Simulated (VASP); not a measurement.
# WI2O2: single point with PBE

WI2O2:

```
W I O
1.0
    -1.87420    1.95245    8.31415
     1.87420   -1.95245    8.31415
     1.87420    1.95245   -8.31415
W I O
1 2 2
Cartesian
  0.0000 0.0000 0.0000
  0.0000 0.0000 2.6725
  0.0000 0.0000 13.9558
  0.0000 1.9525 0.0000
  1.8742 0.0000 0.0000
```

```
Program             : VASP 6.6.1
Task                : single point
Functional          : PBE
Potentials or basis : VASP PAW PBE potentials, release 64 (W_sv, I, O)
Cutoff              : 520 eV
k mesh              : 6 × 6 × 6
Occupations         : gaussian, width 0.1 eV
Spin                : no spin polarisation
```

The pressure is 2.4 GPa, the largest force is 0.401 eV/Å and the band gap on the k mesh is none (metal or under the smearing width).

Forces in eV/Å, atoms in the order of the input:
```
W    0.000  0.000  0.000
I    0.000  0.000  0.401
I    0.000  0.000 -0.401
O    0.000  0.000  0.000
O    0.000  0.000  0.000
```

Stress tensor (GPa, compression positive):
```
 6.96  0.00  0.00
 0.00 -4.40  0.00
 0.00  0.00  4.65
```

Levels at points of the mesh, in eV from the Fermi level:
| k point | band 16 | band 17 | band 18 | band 19 | band 20 | band 21 | band 22 | band 23 | band 24 | band 25 |
| --- | --- | --- | --- | --- | --- | --- | --- | --- | --- | --- |
| (0.00, 0.00, 0.00) | -2.00 | -1.81 | -0.90 | -0.54 | -0.35 | -0.03 | 0.34 | 0.55 | 2.32 | 4.21 |
| (0.50, 0.00, 0.00) | -3.06 | -2.25 | -1.60 | -1.52 | -0.02 | 0.96 | 2.33 | 2.46 | 3.22 | 6.28 |
| (0.00, 0.50, 0.00) | -2.98 | -2.51 | -1.67 | -1.45 | -0.26 | 0.83 | 2.79 | 3.01 | 3.17 | 5.80 |
| (0.50, 0.50, 0.00) | -2.54 | -2.21 | -2.03 | -1.65 | -1.63 | 2.41 | 2.91 | 3.51 | 4.17 | 5.04 |
| (0.50, 0.50, 0.50) | -2.25 | -1.83 | -1.69 | -0.91 | -0.54 | -0.53 | 0.82 | 1.01 | 3.00 | 4.26 |

Wall time 11 min on 1 thread of AMD EPYC 9R45 (Zen 5), with other jobs on the host, peak memory 0.74 GiB.

Caveat: the k mesh is coarse (spacing up to 0.39 Å⁻¹), so the values aren't converged. Spin-orbit coupling is left out, which matters for the levels of I, W.
